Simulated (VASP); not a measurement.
Calculation: PBE GGA with D4 dispersion, VASP's PBE PAW potentials (set 64) (plane waves; VASP 6.6.1).

VASP input:

### INCAR
```
# general
SYSTEM = MgF2
PREC   = Accurate
ENCUT  = 520
LREAL  = .FALSE.
LASPH  = .TRUE.   # aspherical one-centre terms

# electronic loop
EDIFF  = 1E-6
NELM   = 100
ALGO   = Normal

# smearing
ISMEAR = 0   # Gaussian
SIGMA  = 0.05

# functional
GGA    = PE   # PBE
IVDW   = 13   # D4

# ions
IBRION = 2
NSW    = 60
ISIF   = 3   # ions, shape and volume
EDIFFG = -0.02   # ionic stop

# output
LWAVE  = .FALSE.
LCHARG = .FALSE.
```

### POSCAR
```
MgF2
1.0
  4.6512586553   0.0000000000   0.0000000000
  0.0000000000   4.6512586553   0.0000000000
  0.0000000000   0.0000000000   3.0733452244
Mg F
2 4
Cart
  0.0000000000   0.0000000000   0.0000000000
  2.3256293277   2.3256293277   1.5366726122
  1.4083779399   1.4083779399   0.0000000000
  3.7340072675   0.9172513878   1.5366726122
  0.9172513878   3.7340072675   1.5366726122
  3.2428807154   3.2428807154   3.0733452244
```

KPOINTS:
```
Automatic mesh
0
G
5 5 7
```

POTCAR, in this order: Mg F (PBE.64 set). Program: vasp_std.

Question: What will the output report for the number of irreducible k-points (NKPTS), largest plane-wave count, number of space-group operations, FFT grid (NGX, NGY, NGZ)?

Answer: 
```yaml
number of irreducible k-points (NKPTS): 24
largest_plane_wave_count: 1827
number_of_space_group_operations: 16
FFT grid (NGX, NGY, NGZ): 36 × 36 × 24
```

The compound is MgF2 in the rutile structure. It was relaxed first. The start is the result of an earlier pass.
